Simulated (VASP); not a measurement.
## HfO2 (relaxed from the rutile structure, space group P4_2/mnm): computed properties

Method: r2SCAN meta-GGA, VASP's PBE PAW potentials (set 64) (plane waves; VASP).

space group: P4_2/mnm (136)
cell: a = 4.817 Å, b = 4.817 Å, c = 3.205 Å, α = 90.00°, β = 90.00°, γ = 90.00°
volume per atom: 12.39 Å^3/atom
band gap (over mesh and band path): 4.52 eV
smallest direct gap (over mesh and band path): 4.52 eV
band-edge character: direct, Γ to Γ
density: 9.40 g/cm³

```yaml
crystal:
  lattice:
    - [4.81695, 0.00000, 0.00000]
    - [0.00000, 4.81695, 0.00000]
    - [0.00000, 0.00000, 3.20514]
  atoms:
    - { symbol: Hf, position: [0.00000, 0.00000, 0.00000] }
    - { symbol: Hf, position: [0.50000, 0.50000, 0.50000] }
    - { symbol: O, position: [0.30505, 0.30505, 0.00000] }
    - { symbol: O, position: [0.80505, 0.19495, 0.50000] }
    - { symbol: O, position: [0.19495, 0.80505, 0.50000] }
    - { symbol: O, position: [0.69495, 0.69495, 0.00000] }
```

Unless said otherwise, spin-orbit coupling is left out, though it shifts the bands of the heavy elements here.

The structure was generated: HfO2 was put into the rutile type (P4_2/mnm), which need not be its known phase. It was relaxed first. Symmetry was kept, so distortions that lower it aren't found.
